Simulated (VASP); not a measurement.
Data:

```xyz
1
Lattice="0.0000 1.7620 1.7620 1.7620 0.0000 1.7620 1.7620 1.7620 0.0000" Properties=species:S:1:pos:R:3 pbc="T T T"
Ni     0.0000     0.0000     0.0000
```
Starting moments (μB, in the order of the record's atoms Ni): 2.0.

Computed with r2SCAN+rVV10, VASP's PBE PAW potentials (set 64) (plane waves; VASP). Numerical set-up: 400 eV cut-off, 16×16×16 Γ-centred mesh, first-order Methfessel-Paxton smearing of 0.10 eV, potentials Ni.

Energy and stress use the plane-wave basis of the starting cell.

Task: The ions, cell shape and volume are relaxed. Give the cell that the relaxation ends in.

Result: 
```xyz
1
Lattice="0.0000 1.7344 1.7344 1.7344 0.0000 1.7344 1.7344 1.7344 0.0000" Properties=species:S:1:pos:R:3 pbc="T T T"
Ni     0.0000     0.0000     0.0000
```
Space group Fm-3m (225), at a tolerance of 0.03 Å. The cell ends with 0.75 μB, on the sites 0.77 μB.

Task: How do energy and volume change from the first to the last step?

Result: The energy (σ→0) changes by -16.2 meV/atom and the volume by -4.6 %, in 3 ionic steps.

The structure comes from a measured Ni entry (Fm-3m) of the Crystallography Open Database, whose conditions weren't checked. This run relaxes it. Symmetry was kept, so distortions that lower it aren't found.
